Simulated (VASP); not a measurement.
Wanted: the native input for a VASP 6.6.1 run.

| Item | Value |
| --- | --- |
| Task | relaxation of cell and atoms |
| Functional | PBE |
| Potentials or basis | VASP PAW PBE potentials, release 64 (La, P, Ru_pv) |
| Cutoff | 600 eV |
| k mesh | 4 × 4 × 4 |
| Occupations | gaussian, width 0.1 eV |
| Spin | no spin polarisation |
| Dipole correction | no |
| Further INCAR settings | ALGO = Normal; EDIFF = 1e-06; IBRION = 2; EDIFFG = -0.04; NSW = 90; ISIF = 3 |

The structure of La2P6Ru lies in POSCAR:

```
La2P6Ru
1.0
    0.0000000000      4.4421914100      4.4421914100
    4.4421914100      0.0000000000      4.4421914100
    4.4421914100      4.4421914100      0.0000000000
La P Ru
2 6 1
Direct
    0.2500000000      0.2500000000      0.2500000000
    0.7500000000      0.7500000000      0.7500000000
    0.2369999900      0.7630000100      0.7630000100
    0.7630000100      0.2369999900      0.7630000100
    0.7630000100      0.2369999900      0.2369999900
    0.2369999900      0.7630000100      0.2369999900
    0.7630000100      0.7630000100      0.2369999900
    0.2369999900      0.2369999900      0.7630000100
    0.0000000000      0.0000000000      0.0000000000
```

The cell was built by a generator and needn't be a form met in nature.

The cell isn't the ideal one: species swapped into the Rb2WCl6 type (Fm-3m, No. 225).

These files were run (other wordings do the same):

INCAR

```
SYSTEM = La2P6Ru
ALGO = Normal
EDIFF = 1E-6
EDIFFG = -0.04
ENCUT = 600
GGA = PE
IBRION = 2
ISIF = 3
ISMEAR = 0
LASPH = .True.
LCHARG = .False.
LREAL = .False.
LWAVE = .False.
NELM = 100
NSW = 90
PREC = Accurate
SIGMA = 0.1
```

KPOINTS

```
k-points
0
Gamma
  4 4 4
  0 0 0
```

Potentials or basis: VASP PAW PBE potentials, release 64 (La, P, Ru_pv).

Command:

```console
$ cat potpaw_PBE.64/La/POTCAR potpaw_PBE.64/P/POTCAR potpaw_PBE.64/Ru_pv/POTCAR > POTCAR
$ mpirun -np 1 vasp_std > vasp.out
```

Results of the run:

```
Relaxed volume                         : 18.53 Å³/atom
Relaxed cell                           : a = 6.178 Å, b = 6.178 Å, c = 6.178 Å, α = 60.00°, β = 60.00°, γ = 60.00°
Space group after relaxing (to 0.05 Å) : Fm-3m (No. 225)
Energy gained by relaxing              : 533.3 meV/atom
Ionic steps                            : 12
Pressure after relaxing                : -0.2 GPa
Largest force after relaxing           : 0.012 eV/Å
Band gap on the k mesh                 : none (metal or under the smearing width)
```

It took 13 min on 1 thread of Intel(R) Xeon(R) Platinum 8488C (Sapphire Rapids), on a shared host, peak memory 0.43 GiB.
